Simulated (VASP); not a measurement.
These are PBEsol GGA, VASP's PBE PAW potentials (set 64) (plane waves; VASP) values and carry that method's errors.

The input files of a VASP run:

KPOINTS:
```
Regular mesh
0
Gamma
  8 8 7
```

### POSCAR
```
Ga
1
    2.2366611383    -3.7970241554    -0.0000000000
    2.2366611383     3.7970241554     0.0000000000
    0.0000000000    -0.0000000000     4.4941481293
Ga
4
Direct
  0.1555926467   0.8444073533   0.9173342602
  0.3444073533   0.6555926467   0.4173342602
  0.6555926467   0.3444073533   0.5826657398
  0.8444073533   0.1555926467   0.0826657398
```

### INCAR
```
ISMEAR  =  1
EDIFFG  =  -0.02   # ionic stop
LASPH  =  T   # aspherical one-centre terms
IBRION  =  2   # conjugate gradients
NSW  =  40
SYSTEM  =  Ga
LCHARG  =  F
ALGO  =  Normal   # blocked Davidson
LMAXMIX  =  4
LWAVE  =  F
NELM  =  100
ISIF  =  3   # ions, shape and volume
SIGMA  =  0.1
EDIFF  =  1E-6   # SCF stop (eV)
GGA  =  PS   # PBEsol
ENCUT  =  500
LREAL  =  F
PREC  =  Accurate
```

POTCAR, in this order: Ga_d (PBE.64 set). Program: vasp_std.

The run wrote:

### OUTCAR
```
 ion  position               nearest neighbor table
   1  0.156  0.844  0.917-   4 2.48   2 2.67   2 2.67   3 2.70   3 2.70   4 2.76   4 2.76
   2  0.344  0.656  0.417-   3 2.48   1 2.67   1 2.67   4 2.70   4 2.70   3 2.76   3 2.76
   3  0.656  0.344  0.583-   2 2.48   4 2.67   4 2.67   1 2.70   1 2.70   2 2.76   2 2.76
   4  0.844  0.156  0.083-   1 2.48   3 2.67   3 2.67   2 2.70   2 2.70   1 2.76   1 2.76
  LATTYP: Found a base centered orthorhombic cell.
 ALAT       =     4.4733222766
 B/A-ratio  =     1.6976304950
 C/A-ratio  =     1.0046555673
 Subroutine PRICEL returns:
 Original cell was already a primitive cell.
 Subroutine GETGRP returns: Found  8 space group operations
The static configuration has the point symmetry C_2h.
 The point group associated with its full space group is D_2h.
The dynamic configuration has the point symmetry C_2h.
 Subroutine INISYM returns: Found  8 space group operations
 Subroutine IBZKPT returns following result:
 Found     84 irreducible k-points:

 Following reciprocal coordinates:
            Coordinates               Weight
  0.000000  0.000000  0.000000      1.000000
  0.125000  0.000000  0.000000      4.000000
  0.250000  0.000000  0.000000      4.000000
  0.375000  0.000000  0.000000      4.000000
  0.500000  0.000000  0.000000      2.000000
  0.125000  0.125000  0.000000      2.000000
  0.250000  0.125000  0.000000      4.000000
  0.375000  0.125000  0.000000      4.000000
  0.500000  0.125000  0.000000      4.000000
 -0.375000  0.125000  0.000000      4.000000
 -0.250000  0.125000  0.000000      4.000000
 -0.125000  0.125000  0.000000      2.000000
  0.250000  0.250000  0.000000      2.000000
  0.375000  0.250000  0.000000      4.000000
  0.500000  0.250000  0.000000      4.000000
 -0.375000  0.250000  0.000000      4.000000
 -0.250000  0.250000  0.000000      2.000000
  0.375000  0.375000  0.000000      2.000000
  0.500000  0.375000  0.000000      4.000000
 -0.375000  0.375000  0.000000      2.000000
  0.500000  0.500000  0.000000      1.000000
  0.000000  0.000000  0.142857      2.000000
  0.125000  0.000000  0.142857      8.000000
  0.250000  0.000000  0.142857      8.000000
  0.375000  0.000000  0.142857      8.000000
  0.500000  0.000000  0.142857      4.000000
  0.125000  0.125000  0.142857      4.000000
  0.250000  0.125000  0.142857      8.000000
  0.375000  0.125000  0.142857      8.000000
  0.500000  0.125000  0.142857      8.000000
 -0.375000  0.125000  0.142857      8.000000
 -0.250000  0.125000  0.142857      8.000000
 -0.125000  0.125000  0.142857      4.000000
  0.250000  0.250000  0.142857      4.000000
  0.375000  0.250000  0.142857      8.000000
  0.500000  0.250000  0.142857      8.000000
 -0.375000  0.250000  0.142857      8.000000
 -0.250000  0.250000  0.142857      4.000000
  0.375000  0.375000  0.142857      4.000000
  0.500000  0.375000  0.142857      8.000000
   k-points           NKPTS =     84   k-points in BZ     NKDIM =     84   number of bands    NBANDS=     31
   number of dos      NEDOS =    301   number of ions     NIONS =      4
   total plane-waves  NPLWV =  36864
   dimension x,y,z NGX =    32 NGY =   32 NGZ =   36
   dimension x,y,z NGXF=    64 NGYF=   64 NGZF=   72
   ions per type =               4
   PREC   = accura    normal or accurate (medium, high low for compatibility)
   ISTART =      0    job   : 0-new  1-cont  2-samecut
   ICHARG =      2    charge: 1-file 2-atom 10-const
   ISPIN  =      1    spin polarized calculation?
   LNONCOLLINEAR =      F non collinear calculations
   LSORBIT =      F    spin-orbit coupling
   INIWAV =      1    electr: 0-lowe 1-rand  2-diag
   ENCUT  =  500.0 eV  36.75 Ry    6.06 a.u.   8.03  8.03  8.19*2*pi/ulx,y,z
...
```

OSZICAR:
```
       N       E                     dE             d eps       ncg     rms          rms(c)
DAV:   1     0.346171988566E+03    0.34617E+03   -0.25641E+04  5292   0.312E+03
DAV:   2     0.259538700318E+02   -0.32022E+03   -0.31504E+03  5418   0.554E+02
DAV:   3    -0.124675836603E+02   -0.38421E+02   -0.38099E+02  5880   0.152E+02
DAV:   4    -0.135809319936E+02   -0.11133E+01   -0.11103E+01  5879   0.301E+01
DAV:   5    -0.136044275199E+02   -0.23496E-01   -0.23493E-01  6208   0.446E+00    0.276E+00
DAV:   6    -0.134397045238E+02    0.16472E+00   -0.36457E-01  6309   0.880E+00    0.142E+00
DAV:   7    -0.134040715751E+02    0.35633E-01   -0.83366E-02  7196   0.321E+00    0.361E-01
DAV:   8    -0.134005896597E+02    0.34819E-02   -0.17081E-02  5663   0.153E+00    0.471E-02
DAV:   9    -0.134006804614E+02   -0.90802E-04   -0.10744E-03  6131   0.385E-01    0.262E-02
DAV:  10    -0.134006814776E+02   -0.10161E-05   -0.24748E-04  5980   0.196E-01    0.542E-03
DAV:  11    -0.134006816502E+02   -0.17264E-06   -0.43935E-05  6220   0.873E-02    0.533E-03
DAV:  12    -0.134006809363E+02    0.71389E-06   -0.98467E-06  5917   0.397E-02
   1 F= -.13400681E+02 E0= -.13400751E+02  d E =-.134007E+02
       N       E                     dE             d eps       ncg     rms          rms(c)
DAV:   1    -0.134017360426E+02   -0.10544E-02   -0.25826E-02  6281   0.140E+00    0.196E-01
DAV:   2    -0.134011016829E+02    0.63436E-03   -0.27927E-03  6174   0.797E-01    0.104E-01
DAV:   3    -0.134008208481E+02    0.28083E-03   -0.49428E-04  7744   0.243E-01    0.225E-02
DAV:   4    -0.134008222623E+02   -0.14142E-05   -0.15556E-04  5439   0.110E-01    0.741E-03
DAV:   5    -0.134008207592E+02    0.15031E-05   -0.11696E-05  6222   0.306E-02    0.265E-03
DAV:   6    -0.134008207362E+02    0.23050E-07   -0.15783E-06  3644   0.142E-02
   2 F= -.13400821E+02 E0= -.13400921E+02  d E =-.139800E-03
```

### OUTCAR
```
------------------------ aborting loop because EDIFF is reached ----------------------------------------
  FORCE on cell =-STRESS in cart. coord.  units (eV):
  Direction    XX          YY          ZZ          XY          YZ          ZX
  --------------------------------------------------------------------------------------
  Total        0.0285372      0.0323694     -0.0077967      0.0000000      0.0000000      0.0000000
  in kB        0.5994427      0.6799405     -0.1637753      0.0000000      0.0000000      0.0000000
  external PRESSURE =       0.3718693 kB  Pullay stress =       0.0000000 kB
  volume of cell :       76.27
      direct lattice vectors                 reciprocal lattice vectors
     2.235550456 -3.799684197 -0.000000000     0.223658562 -0.131589883  0.000000000
     2.235550456  3.799684197  0.000000000     0.223658562  0.131589883  0.000000000
     0.000000000  0.000000000  4.489644782     0.000000000 -0.000000000  0.222734770
 POSITION                                       TOTAL-FORCE (eV/Angst)
 -----------------------------------------------------------------------------------
      2.23555      2.61759      4.11775         0.000000      0.013132     -0.010871
      2.23555      1.18209      1.87292         0.000000     -0.013132     -0.010871
      2.23555     -1.18209      2.61672         0.000000      0.013132      0.010871
      2.23555     -2.61759      0.37190         0.000000     -0.013132      0.010871
 -----------------------------------------------------------------------------------
    total drift:                                0.000000      0.000000      0.000000
  FREE ENERGIE OF THE ION-ELECTRON SYSTEM (eV)
  ---------------------------------------------------
  free  energy   TOTEN  =       -13.4008207362 eV

  energy  without entropy=      -13.4011210047  energy(sigma->0) =      -13.40092083

 reached required accuracy - stopping structural energy minimisation
```
(Selected blocks of OUTCAR.)

**CONTCAR**
```
Ga
   1.00000000000000
     2.2355504563239905   -3.7996841965316124   -0.0000000000000000
     2.2355504563239905    3.7996841965316124    0.0000000000000000
     0.0000000000000000    0.0000000000000000    4.4896447816243610
  Ga
     4
Direct
     0.1555511353279630    0.8444488646720369    0.9171654163094616
     0.3444488646720369    0.6555511353279631    0.4171654163094616
     0.6555511353279631    0.3444488646720369    0.5828345836905384
     0.8444488646720369    0.1555511353279630    0.0828345836905384
```

The compound is Ga in the alpha structure. This run relaxes it. Symmetry was kept, so distortions that lower it aren't found.
